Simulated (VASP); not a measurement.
Level of theory: PBE GGA, VASP's PBE PAW potentials (set 64) (plane waves; VASP 6.6.1).

Input for VASP

**KPOINTS**
```
Automatic mesh
0
Gamma
11 11 9
0 0 0
```

### POSCAR
```
CuAu
1
    2.8560000000     0.0000000000     0.0000000000
    0.0000000000     2.8560000000     0.0000000000
    0.0000000000     0.0000000000     3.7434000000
Cu Au
1 1
Direct
  0.0000000000   0.0000000000   0.0000000000
  0.5000000000   0.5000000000   0.5000000000
```

### INCAR
```
ISIF = 2   ! forces and stress, cell fixed
LWAVE = .False.
EDIFF = 1E-6
ALGO = Normal   ! blocked Davidson
SIGMA = 0.5   ! width (eV)
LASPH = .True.   ! aspherical one-centre terms
ISMEAR = 1   ! Methfessel-Paxton
LREAL = .False.
LMAXMIX = 6
SYSTEM = CuAu
GGA = PE
PREC = Accurate
ENCUT = 400   ! plane-wave cut-off (eV)
NELM = 100
LCHARG = .False.
```

POTCAR, in this order: Cu Au (PBE.64 set). Program: vasp_std.

Question: What will the output report for the number of irreducible k-points (NKPTS), number of bands (NBANDS), largest plane-wave count, number of space-group operations, FFT grid (NGX, NGY, NGZ)?

Answer: 
* **number of irreducible k-points (NKPTS)**: 105
* **number of bands (NBANDS)**: 15
* **largest plane-wave count**: 580
* **number of space-group operations**: 16
* **FFT grid (NGX, NGY, NGZ)**: 20 × 20 × 24

The compound is CuAu in the L1_0 structure. The cell was not relaxed at this level. The run is one of a series of settings (SIGMA = 0.5 against the base run), some of them coarse on purpose.
